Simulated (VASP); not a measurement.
## Si2Mo with r2SCAN + rVV10: from relaxation to properties

Aim: relax Si2Mo with r2SCAN + rVV10, compute its properties on that cell and hold them against experiment. The steps: full relaxation (r2SCAN + rVV10), single point with fields (r2SCAN + rVV10), bands along the symmetry lines (r2SCAN + rVV10), total and projected DOS (r2SCAN + rVV10), bands along the symmetry lines (r2SCAN + rVV10 + SOC), field gradients at the nuclei (r2SCAN + rVV10) and independent-particle dielectric function (r2SCAN + rVV10). The start is a cell from a database of measured crystal structures.

Calculated with VASP 6.6.1; r2SCAN with rVV10; plane waves and PAW (Si, Mo_sv), in the first sound run; inputs show where later runs differ.

**What experiment says.**

For MoSi2, tetragonal MoSi2-type (Czochralski-grown material), “Giant magnetoresistance, Fermi surface topology, Shoenberg effect and vanishing quantum oscillations in type-II Dirac semimetal candidates MoSi2 and WSi2” (2022, arxiv:2202.05362) gives, by powder X-ray diffraction: lattice constant a 3.20519 Å; lattice constant c 7.84461 Å.

Report form: the programs' logs are mostly left out.

The database entry behind the starting cell is an old determination (1927), so it need not match the best structure at ambient conditions.

## (1) The starting structure

Before any relaxation, the start is as follows. Symmetry: I4/mmm, No. 139, tetragonal system. The conventional cell has a = 3.200 Å, b = 3.200 Å, c = 7.861 Å, α = 90.00°, β = 90.00°, γ = 90.00°. Si has 5 Si at 2.61 to 2.63 Å and 5 Mo at 2.62 Å nearest. Nearest to Mo lie 10 Si at 2.62 Å. Farther neighbours are not listed.

## (2) Full relaxation (r2SCAN + rVV10)

Properties are meant for the cell that this level of theory prefers, so cell and atoms are relaxed first (ISIF = 3) until forces and stress are small; EDIFFG sets the threshold. r2SCAN adds the kinetic-energy density, costs more than a GGA and is run with LASPH. LUSE_VDW switches on a nonlocal correlation term for dispersion.

File INCAR:

```
SYSTEM = Si2Mo
PREC = Accurate
ENCUT = 400
EDIFF = 1E-06
NELM = 100
ISMEAR = 0
SIGMA = 0.05
LREAL = .FALSE.
ALGO = Normal
METAGGA = R2SCAN
LUSE_VDW = .TRUE.
IVDW_NL = 2
BPARAM = 11.95
CPARAM = 0.0093
LASPH = .TRUE.
NBANDS = 17
LORBIT = 11
LWAVE = .FALSE.
LCHARG = .FALSE.
KPAR = 2
IBRION = 2
NSW = 60
ISIF = 3
EDIFFG = -0.01
```

File POSCAR:

```
Si2Mo
1.0
   -3.2000000000      0.0000000000      0.0000000000
    0.0000000000      3.2000000000      0.0000000000
    1.6000000000     -1.6000000000     -3.9305000000
Si Mo
2 1
Direct
    0.6670000000      0.6670000000      0.3340000000
    0.3330000000      0.3330000000      0.6660000000
    0.0000000000      0.0000000000      0.0000000000
```

File KPOINTS:

```
Automatic mesh
0
Gamma
8 8 8
0 0 0
```

The projector-augmented-wave data sets are Si and Mo_sv (PBE family, release 64).

Run with:

```bash
mpirun -np 2 vasp_std
```

Wall time 5.5 min (2 MPI ranks of Intel Xeon Platinum 8175M at 2.50GHz (Skylake/Cascade Lake), shared host); peak memory 0.47 GiB.

The PAW data sets were made with PBE, which is usual practice but a small mismatch for other functionals. The run keeps the 16 symmetry operations of its start, so it cannot find a distortion of lower symmetry.

Relaxation path:

| step | energy less that of the first step (eV) | largest force (eV/Å) | pressure (GPa) | volume (Å³) |
| --- | --- | --- | --- | --- |
| 1 | 0.0000 | 0.3805 | -2.18 | 40.25 |
| 2 | 0.0020 | 0.0747 | 4.67 | 39.19 |
| 3 | -0.0082 | 0.1783 | 0.95 | 39.74 |
| 4 | -0.0102 | 0.0267 | -0.27 | 40.00 |
| 5 | -0.0103 | 0.0108 | -0.06 | 39.95 |
| 6 | -0.0103 | 0.0033 | 0.01 | 39.93 |

```
conventional cell, symmetrised  before  after  change
                         a (Å)   3.200  3.197  -0.1 %
                         b (Å)   3.200  3.197  -0.1 %
                         c (Å)   7.861  7.814  -0.6 %
              volume (Å³/atom)   13.42  13.31  -0.8 %
```

The atoms that moved most (Å, as changes of fractional coordinates times the final cell):

```csv
atom,dx,dy,dz,length
Si2,0.000,0.000,-0.018,0.018
Si1,0.000,0.000,0.018,0.018
```

The relaxed structure:

```cif
data_structure
_symmetry_space_group_name_H-M 'P 1'
_symmetry_Int_Tables_number 1
_cell_length_a 3.1971
_cell_length_b 3.1971
_cell_length_c 4.5137
_cell_angle_alpha 110.742
_cell_angle_beta 110.742
_cell_angle_gamma 90.000
_cell_volume 39.93
loop_
_atom_site_label
_atom_site_type_symbol
_atom_site_fract_x
_atom_site_fract_y
_atom_site_fract_z
_atom_site_occupancy
Si1 Si 0.66473 0.66473 0.32946 1
Si2 Si 0.33527 0.33527 0.67054 1
Mo3 Mo 0.00000 0.00000 0.00000 1
```

This step gave:

- electrons: 22
- bands: 17
- irreducible k points: 59
- symmetry operations: 16
- free energy (TOTEN): -44.73 eV
- energy at zero smearing: -44.73 eV
- Fermi energy: 12.35 eV
- pressure: 0.01345 GPa
- metallic: yes
- SCF cycles over all ionic steps: 46

It ends with a largest force of 0.003 eV/Å and a pressure of 0.01 GPa. The volume lies -0.8 % from that of the database's start, which holds the thermal and zero-point expansion of its experiment.

## (3) Single point with fields (r2SCAN + rVV10)

A single point on the relaxed cell gives a clean self-consistent state, with density, ELF and potential written out.

INCAR, as its differences from that of step 2:

```diff
@@ -18,7 +18,5 @@
 LWAVE = .FALSE.
-LCHARG = .FALSE.
-KPAR = 2
-IBRION = 2
-NSW = 60
-ISIF = 3
-EDIFFG = -0.01
+LCHARG = .TRUE.
+ISIF = 2
+LELF = .TRUE.
+LVHAR = .TRUE.
```

File POSCAR:

```
Si2Mo
1.0
   -3.1971354836      0.0000000000      0.0000000000
    0.0000000000      3.1971354836      0.0000000000
    1.5985677418     -1.5985677418     -3.9067981380
Si Mo
2 1
Direct
    0.6647297926      0.6647297926      0.3294595852
    0.3352702074      0.3352702074      0.6705404148
    0.0000000000      0.0000000000      0.0000000000
```

KPOINTS is that of step 2.

Run with:

```bash
mpirun -np 2 vasp_std
```

The job ended after 73 s (2 MPI ranks; peak memory 0.37 GiB).

Numbers from this step:

- electronic steps: 14
- bands: 18
- pressure: -0.002271 GPa

Valence electrons inside each PAW sphere by angular momentum. Sphere charges, by row:

```
atom  s (e)  p (e)  d (e)  tot (e)
 Si1   0.73  0.895      0    1.625
 Si2   0.73  0.895      0    1.625
 Mo3  2.284  6.219  4.169    12.67
```

Valence density in the ac plane of the conventional cell at fractional y = 0.000, with atoms of Si and Mo within 0.2 Å of it. It is the smooth field of the valence electrons, not physical close to the nuclei.

Ten steps, logarithmic in the rise over the least value, from '0' (-0.1 e/Å³) to '9' (7.4 e/Å³), each cell a mean:
```
99875433345799
88754333344678
65544333334455
44443333333444
44443333333444
44443333333444
33443333334443
02344333334431
12444333344432
34444333344444
44444333334444
44443333333444
44444333334444
44444333344444
33444333344443
02344333344431
23344333334432
44443333334444
44443333333444
44443333333444
54443333334445
77654333344567
99865433345789
99975433346899
```
Columns run along a (3.2 Å), rows up along c (7.8 Å), edges of the conventional cell, whose origin can differ from the input's. Atoms in or near the plane, at fractional coordinates: Si at (0.00, 0.34), Si at (0.00, 0.66), Mo at (0.00, 0.00).

ELF in the ac plane of the conventional cell at fractional y = 0.000, with atoms of Si and Mo within 0.2 Å of it. It is the smooth field of the valence electrons, not physical close to the nuclei.

Ten even steps from '0' (0.07) to '9' (0.76), each cell a mean:
```
68962123213797
88742234322578
33222344432233
33343333334433
88764211235788
99875200135899
45565310135654
01356432356520
01578654578731
34788654578864
66776544467776
66665443455666
66666543456666
56787654568875
13688754578752
01367543467520
12455321245532
77775200135777
99875210135799
66554322234566
22223344433222
66432244322356
89852134213699
46872123214786
```
Columns run along a (3.2 Å), rows up along c (7.8 Å), edges of the conventional cell, whose origin can differ from the input's. Atoms in or near the plane, at fractional coordinates: Si at (0.00, 0.34), Si at (0.00, 0.66), Mo at (0.00, 0.00).

Electrostatic potential energy in the ac plane of the conventional cell at fractional y = 0.000, with atoms of Si and Mo within 0.2 Å of it. With pseudopotentials it is smooth inside the atoms' cores, unlike the true potential.

Ten even steps from '_' (-92 eV) to '@' (1 eV), each cell a mean:
```
::--==++##@@@@@@@@@@##++--::
====++##%%@@@@@@@@@@%%**++==
####%%@@@@@@@@@@@@@@@@%%####
@@@@@@@@@@@@@@@@@@@@@@@@@@@@
@@@@@@@@@@@@@@@@@@@@@@@@@@@@
**##%%@@@@@@@@@@@@@@@@@@%%##
..::++%%@@@@@@@@@@@@@@##==::
____--**%%@@@@@@@@@@%%++..__
____--##@@@@@@@@@@@@%%**::__
--==**%%@@@@@@@@@@@@@@%%**==
%%%%@@@@@@@@@@@@@@@@@@@@%%%%
@@@@@@@@@@@@@@@@@@@@@@@@@@@@
@@@@@@@@@@@@@@@@@@@@@@@@@@@@
**##%%@@@@@@@@@@@@@@@@%%##**
..::++##@@@@@@@@@@@@%%##==..
____::**%%@@@@@@@@@@%%++..__
__..--##@@@@@@@@@@@@%%**::__
==++##%%@@@@@@@@@@@@@@%%**==
%%%%@@@@@@@@@@@@@@@@@@@@@@%%
@@@@@@@@@@@@@@@@@@@@@@@@@@@@
%%%%@@@@@@@@@@@@@@@@@@@@@@%%
++++**%%@@@@@@@@@@@@@@##**++
----==**%%@@@@@@@@@@##++==--
::::--++##@@@@@@@@%%**==--::
```
Columns run along a (3.2 Å; values clipped at the 3rd and 97th percentile), rows up along c (7.8 Å), edges of the conventional cell, whose origin can differ from the input's. Atoms in or near the plane, at fractional coordinates: Si at (0.00, 0.34), Si at (0.00, 0.66), Mo at (0.00, 0.00).

In this run the pressure is 0.00 GPa, small enough to go on.

## (4) Bands along the symmetry lines (r2SCAN + rVV10)

Levels along the symmetry lines show where the bands peak and cross; KPOINTS_OPT computes them in the converged potential.

INCAR, as its differences from that of step 3:

```diff
@@ -15,8 +15,6 @@
 LASPH = .TRUE.
-NBANDS = 17
+NBANDS = 24
 LORBIT = 11
 LWAVE = .FALSE.
-LCHARG = .TRUE.
-ISIF = 2
-LELF = .TRUE.
-LVHAR = .TRUE.
+LCHARG = .FALSE.
+KPAR = 2
```

POSCAR is that of step 3.

KPOINTS is that of step 3.

File KPOINTS_OPT:

```
Line mode
16
Line-mode
Reciprocal
  0.00000000   0.00000000   0.00000000 GAMMA
  0.50000000   0.50000000  -0.50000000 X

  0.50000000   0.50000000  -0.50000000 X
  0.58371247   0.41628753  -0.50000000 Y

  0.58371247   0.41628753  -0.50000000 Y
  0.58371247   0.00000000  -0.29185623 S

  0.58371247   0.00000000  -0.29185623 S
  0.00000000   0.00000000   0.00000000 GAMMA

  0.00000000   0.00000000   0.00000000 GAMMA
  0.00000000   0.00000000   0.50000000 Z

  0.00000000   0.00000000   0.50000000 Z
  0.41628753   0.00000000   0.29185623 S1

  0.41628753   0.00000000   0.29185623 S1
  0.50000000   0.00000000   0.00000000 N

  0.50000000   0.00000000   0.00000000 N
  0.50000000   0.50000000  -0.25000000 P

  0.50000000   0.50000000  -0.25000000 P
  0.41628753   0.41628753   0.08371247 Y1

  0.41628753   0.41628753   0.08371247 Y1
  0.00000000   0.00000000   0.50000000 Z

  0.50000000   0.50000000  -0.50000000 X
  0.50000000   0.50000000  -0.25000000 P
```

Run with:

```bash
mpirun -np 2 vasp_std
```

Wall time 3 min (2 MPI ranks); peak memory 0.47 GiB.

Spin-orbit coupling is off here; it would split degenerate levels. The cell is typed on its shortest vectors, so the axes of tensors and the coordinates of k-points follow the printed cell and not the standard setting.

This step gave:

- bands: 24
- pressure: 0.001291 GPa

The electronic bands at the labelled points (eV, zero at the Fermi level; # counts the bands kept):

```
          point     #3     #4     #5     #6     #7    #8    #9   #10
              Γ  -3.14  -2.82  -2.82   0.36   3.38  3.50  3.68  3.68
0.47 of the way  -5.33  -2.86  -2.66  -1.65   3.01  3.65  3.98  4.00
              X  -5.36  -4.73  -3.27  -1.40   2.62  3.04  3.44  3.61
0.47 of the way  -4.94  -4.73  -3.24  -1.55   2.46  2.87  3.01  4.28
              Y  -4.74  -3.97  -3.13  -1.98   2.03  2.26  2.90  5.22
0.53 of the way  -3.28  -2.87  -2.66  -1.33   1.49  2.42  2.71  4.39
              S  -2.91  -2.69  -2.42  -0.45   1.74  3.19  3.83  4.93
0.47 of the way  -3.81  -2.42  -2.04  -1.85   1.85  2.59  4.20  4.99
              Γ  -3.14  -2.82  -2.82   0.36   3.38  3.50  3.68  3.68
0.53 of the way  -2.18  -2.16  -2.16   0.44   1.61  1.61  2.43  4.76
              Z  -2.28  -0.61  -0.61  -0.56  -0.56  0.51  5.16  5.85
0.53 of the way  -2.62  -1.84  -1.55  -0.42   0.27  1.85  4.47  6.26
             S1  -2.91  -2.69  -2.42  -0.45   1.74  3.19  3.83  4.93
0.53 of the way  -3.68  -2.76  -2.64  -0.54   2.29  3.53  3.70  4.63
              N  -4.84  -2.79  -2.68  -0.56   2.54  3.28  4.48  4.50
0.53 of the way  -3.88  -3.46  -2.11  -2.03   0.57  2.45  3.58  4.32
              P  -6.45  -2.90  -2.27  -2.27   0.51  2.62  4.26  4.26
0.47 of the way  -5.68  -3.54  -2.89  -1.83   1.34  2.47  3.81  4.47
             Y1  -4.74  -3.97  -3.13  -1.98   2.03  2.26  2.90  5.22
0.47 of the way  -4.84  -1.98  -1.91  -0.80   0.25  1.80  3.61  6.03
              Z  -2.28  -0.61  -0.61  -0.56  -0.56  0.51  5.16  5.85
      jump to X  -5.36  -4.73  -3.27  -1.40   2.62  3.04  3.44  3.61
0.47 of the way  -6.03  -3.79  -2.99  -1.62   1.64  2.62  3.78  4.29
              P  -6.45  -2.90  -2.27  -2.27   0.51  2.62  4.26  4.26
```

Of the projections kept (Si, Mo), the largest for each band there; the rest of the weight can lie on other orbitals:

```
point       #3       #4       #5       #6       #7       #8       #9      #10
    Γ  Mo 1.00  Mo 0.68  Mo 0.68  Mo 1.00        -  Si 0.84  Si 0.76  Si 0.76
    X  Si 0.95  Mo 0.59  Mo 0.86  Si 0.55  Mo 1.00  Mo 0.89  Si 0.85  Mo 0.89
    Y  Mo 0.56  Si 0.71  Mo 0.86  Mo 0.64  Mo 0.99  Mo 0.51  Mo 0.87  Mo 0.64
    S  Mo 0.85  Mo 0.80  Mo 0.72  Mo 0.99  Mo 0.94  Mo 0.85  Si 0.51  Si 0.90
    Γ  Mo 1.00  Mo 0.68  Mo 0.68  Mo 1.00        -  Si 0.84  Si 0.76  Si 0.76
    Z  Mo 0.92  Mo 0.94  Mo 0.94  Si 0.90  Si 0.90  Mo 1.00  Si 0.98  Si 0.72
```

There is no gap at this level.

## (5) Total and projected DOS (r2SCAN + rVV10)

Here the states are counted by energy and projected on the atoms. The mesh is finer than in the run before.

INCAR, as its differences from that of step 4:

```diff
@@ -5,3 +5,3 @@
 NELM = 100
-ISMEAR = 0
+ISMEAR = -5
 SIGMA = 0.05
@@ -20 +20,2 @@
 KPAR = 2
+NEDOS = 2001
```

POSCAR is that of step 4.

File KPOINTS:

```
Automatic mesh
0
Gamma
11 11 11
0 0 0
```

Run with:

```bash
mpirun -np 2 vasp_std
```

Wall time 3 min (2 MPI ranks); peak memory 0.57 GiB.

With tetrahedra the forces and stress of a metal are not exact derivatives of the energy.

Numbers from this step:

```yaml
irreducible_k_points: 126
pressure: 0.03566 GPa
dos_at_the_fermi_level: 0.1904 states/eV/cell
```

The density of states has structure finer than the step of the table below, so its rows give means over 0.5 eV, whole bins alone (the curve runs from -12.0 to 5.45 eV). Peaks (eV: height): total -2.45: 4.92, 2.54: 2.5, 3.81: 2.35, 4.63: 2.47; Mo d -2.72: 2.03, -2.45: 2.21, 2.36: 1.49, 3.81: 0.858; Si p -6.45: 0.334, -2.45: 0.666, 3.81: 0.268, 4.72: 0.365; Si s -9.62: 0.357, -9.08: 0.328, 2.63: 0.287, 4.72: 0.129; Mo p -9.08: 0.031, -5.54: 0.029, -2.18: 0.175.

States under -12.0 eV and over 5.4 eV are left out. Table of density of states by energy, zero at the Fermi level; means over each step; values in states/eV/cell:

| energy (eV) | total | Mo d | Si p | Si s | Mo p | Mo s |
| --- | --- | --- | --- | --- | --- | --- |
| -11.5 | 0.493 | 0.0131 | 0.0227 | 0.165 | 0.0132 | 0.0178 |
| -11.0 | 0.533 | 0.0215 | 0.0278 | 0.176 | 0.0145 | 0.0157 |
| -10.5 | 0.673 | 0.0385 | 0.0385 | 0.218 | 0.0181 | 0.0176 |
| -10.0 | 0.766 | 0.0715 | 0.0427 | 0.248 | 0.0185 | 0.0178 |
| -9.5 | 0.824 | 0.0840 | 0.0547 | 0.252 | 0.0200 | 0.0204 |
| -9.0 | 0.916 | 0.0950 | 0.0738 | 0.263 | 0.0239 | 0.0186 |
| -8.5 | 0.733 | 0.0974 | 0.0710 | 0.190 | 0.0140 | 0.0112 |
| -8.0 | 0.613 | 0.0960 | 0.0700 | 0.140 | 0.00918 | 0.00803 |
| -7.5 | 0.516 | 0.0937 | 0.0704 | 0.0972 | 0.00610 | 0.00616 |
| -7.0 | 0.472 | 0.0822 | 0.0831 | 0.0534 | 0.00557 | 0.0201 |
| -6.5 | 1.14 | 0.187 | 0.269 | 0.0329 | 0.0207 | 0.0447 |
| -6.0 | 1.10 | 0.172 | 0.265 | 0.0177 | 0.0260 | 0.0414 |
| -5.5 | 1.02 | 0.186 | 0.225 | 0.0431 | 0.0239 | 0.0297 |
| -5.0 | 0.543 | 0.115 | 0.0884 | 0.0616 | 0.00875 | 0.0126 |
| -4.5 | 0.974 | 0.250 | 0.148 | 0.0792 | 0.0173 | 0.0387 |
| -4.0 | 1.60 | 0.501 | 0.218 | 0.0966 | 0.0278 | 0.0708 |
| -3.5 | 1.39 | 0.503 | 0.191 | 0.0662 | 0.0264 | 0.0363 |
| -3.0 | 2.42 | 1.02 | 0.321 | 0.0772 | 0.0508 | 0.0329 |
| -2.5 | 4.36 | 1.95 | 0.599 | 0.0631 | 0.122 | 0.0230 |
| -2.0 | 2.58 | 1.01 | 0.382 | 0.0418 | 0.108 | 0.00957 |
| -1.5 | 1.26 | 0.637 | 0.156 | 0.0196 | 0.0247 | 0.00123 |
| -1.0 | 0.952 | 0.613 | 0.0695 | 0.0100 | 0.00525 | 3.8e-4 |
| -0.5 | 0.623 | 0.453 | 0.0302 | 0.00174 | 0.00223 | 1.5e-4 |
| 0.0 | 0.190 | 0.111 | 0.0241 | 9.5e-4 | 0.00239 | 1.0e-4 |
| 0.5 | 0.300 | 0.149 | 0.0389 | 0.0156 | 0.00300 | 4.8e-4 |
| 1.0 | 0.836 | 0.404 | 0.0985 | 0.0649 | 0.00705 | 0.00180 |
| 1.5 | 1.14 | 0.573 | 0.129 | 0.0750 | 0.0119 | 0.00587 |
| 2.0 | 2.02 | 1.11 | 0.189 | 0.129 | 0.0196 | 0.0184 |
| 2.5 | 2.39 | 1.28 | 0.222 | 0.214 | 0.0272 | 0.0159 |
| 3.0 | 1.52 | 0.622 | 0.193 | 0.158 | 0.0214 | 0.0241 |
| 3.5 | 1.72 | 0.644 | 0.191 | 0.110 | 0.0200 | 0.0725 |
| 4.0 | 1.86 | 0.662 | 0.228 | 0.0918 | 0.0255 | 0.0762 |
| 4.5 | 1.94 | 0.652 | 0.264 | 0.0951 | 0.0321 | 0.0980 |
| 5.0 | 1.75 | 0.455 | 0.293 | 0.0897 | 0.0376 | 0.0784 |

The finer mesh and the other smearing move the Fermi level by +0.00 eV from the 8×8×8 run, a small shift, which tests the Fermi level alone. Of the states within 0.3 eV of the Fermi level, the largest shares in the PAW spheres are Mo d 59 % and Si p 13 %. The rest lies in smaller channels or between the spheres.

## (6) Bands along the symmetry lines (r2SCAN + rVV10 + SOC)

This step: r2SCAN with rVV10, spin-orbit coupling; plane waves and PAW (Si, Mo_sv) (VASP 6.6.1).

Levels along the symmetry lines show where the bands peak and cross; KPOINTS_OPT computes them in the converged potential. Spin-orbit coupling needs spinors and the noncollinear program, where each band holds one electron.

INCAR, as its differences from that of step 5:

```diff
@@ -5,3 +5,3 @@
 NELM = 100
-ISMEAR = -5
+ISMEAR = 0
 SIGMA = 0.05
@@ -15,3 +15,8 @@
 LASPH = .TRUE.
-NBANDS = 24
+LNONCOLLINEAR = .TRUE.
+MAGMOM = 0 0 0 0 0 0 0 0 0
+NBANDS = 34
+GGA_COMPAT = .FALSE.
+LSORBIT = .TRUE.
+LMAXMIX = 4
 LORBIT = 11
@@ -20,2 +25 @@
 KPAR = 2
-NEDOS = 2001
```

POSCAR is that of step 5.

File KPOINTS:

```
Automatic mesh
0
Gamma
6 6 6
0 0 0
```

KPOINTS_OPT is that of step 4.

Run with:

```bash
mpirun -np 2 vasp_ncl
```

Elapsed: 10 min, on 2 MPI ranks; peak memory 0.7 GiB; 19 min of CPU time.

The k-mesh is coarse for a metal.

Numbers from this step:

| Quantity | Value |
| --- | --- |
| electronic steps | 15 |
| bands | 34 |
| irreducible k points | 30 |
| free energy (TOTEN) | -44.83 eV |
| Fermi energy | 12.46 eV |
| pressure | -0.06211 GPa |

On-site spin-orbit energy by atom:

```csv
atom,on-site spin-orbit energy (eV)
Si1,-0.001
Si2,-0.001
Mo3,-0.188
```

The electronic bands at the labelled points (eV, zero at the Fermi level; # counts the bands kept):

```csv
point,#9,#10,#11,#12,#13,#14,#15,#16
Γ,-2.90,-2.90,0.25,0.25,3.28,3.28,3.34,3.34
0.47 of the way,-2.77,-2.77,-1.75,-1.75,2.90,2.90,3.52,3.52
X,-3.38,-3.38,-1.51,-1.51,2.49,2.49,2.92,2.92
0.47 of the way,-3.35,-3.35,-1.66,-1.66,2.33,2.33,2.76,2.76
Y,-3.25,-3.25,-2.09,-2.09,1.90,1.90,2.16,2.16
0.53 of the way,-2.77,-2.77,-1.43,-1.43,1.37,1.37,2.31,2.31
S,-2.53,-2.53,-0.56,-0.56,1.63,1.63,3.08,3.08
0.47 of the way,-2.15,-2.15,-1.96,-1.96,1.73,1.73,2.49,2.49
Γ,-2.90,-2.90,0.25,0.25,3.28,3.28,3.34,3.34
0.53 of the way,-2.23,-2.23,0.33,0.33,1.44,1.44,1.56,1.56
Z,-0.72,-0.72,-0.69,-0.69,-0.61,-0.61,0.40,0.40
0.53 of the way,-1.66,-1.66,-0.53,-0.53,0.16,0.16,1.75,1.75
S1,-2.53,-2.53,-0.56,-0.56,1.63,1.63,3.08,3.08
0.53 of the way,-2.75,-2.75,-0.65,-0.65,2.17,2.17,3.42,3.42
N,-2.79,-2.79,-0.67,-0.67,2.42,2.42,3.17,3.17
0.53 of the way,-2.22,-2.22,-2.12,-2.12,0.46,0.46,2.33,2.33
P,-2.42,-2.42,-2.33,-2.33,0.40,0.40,2.49,2.49
0.47 of the way,-3.00,-3.00,-1.94,-1.94,1.23,1.23,2.35,2.35
Y1,-3.25,-3.25,-2.09,-2.09,1.90,1.90,2.16,2.16
0.47 of the way,-2.02,-2.02,-0.91,-0.91,0.14,0.14,1.69,1.69
Z,-0.72,-0.72,-0.69,-0.69,-0.61,-0.61,0.40,0.40
jump to X,-3.38,-3.38,-1.51,-1.51,2.49,2.49,2.92,2.92
0.47 of the way,-3.10,-3.10,-1.73,-1.73,1.53,1.53,2.49,2.49
P,-2.42,-2.42,-2.33,-2.33,0.40,0.40,2.49,2.49
```

Of the projections kept (Si, Mo), the largest for each band there; the rest of the weight can lie on other orbitals:

```
point       #9      #10      #11      #12      #13      #14      #15      #16
    Γ  Mo 0.68  Mo 0.68  Mo 1.00  Mo 1.00        -        -  Si 0.82  Si 0.82
    X  Mo 0.86  Mo 0.86  Si 0.55  Si 0.55  Mo 1.00  Mo 1.00  Mo 0.89  Mo 0.89
    Y  Mo 0.86  Mo 0.86  Mo 0.64  Mo 0.64  Mo 0.98  Mo 0.98  Mo 0.53  Mo 0.53
    S  Mo 0.72  Mo 0.72  Mo 0.99  Mo 0.99  Mo 0.94  Mo 0.94  Mo 0.85  Mo 0.85
    Γ  Mo 0.68  Mo 0.68  Mo 1.00  Mo 1.00        -        -  Si 0.82  Si 0.82
    Z  Si 0.89  Si 0.89  Mo 0.94  Mo 0.94  Si 0.90  Si 0.90  Mo 1.00  Mo 1.00
```

Force by atom:

```
atom  x (eV/Å)  y (eV/Å)  z (eV/Å)    size
 Si1    0.0000    0.0000   -0.0680  0.0680
 Si2    0.0000    0.0000    0.0680  0.0680
 Mo3    0.0000    0.0000    0.0000  0.0000
```

There is no gap at this level.

Of the bands kept, 4 cross the Fermi level on this path (spinor bands, one electron each).

(Continued in part 2 of 2.)

[Lines on the potential files, build, host, timing and source positions are cut from VASP's logs without a mark.]

[Logs are printed without paths, hosts, clocks, repeated set-up lines and the standing remarks that a program may print on its own settings, such as how far it seeks lower states.]

[Hosts, paths, dates, database ids (printed as entryN), source tags and the programs' standing remarks are cut or masked in the printed files.]

[A measured line is paired with the nearest computed mode of its activity, which favours agreement.]
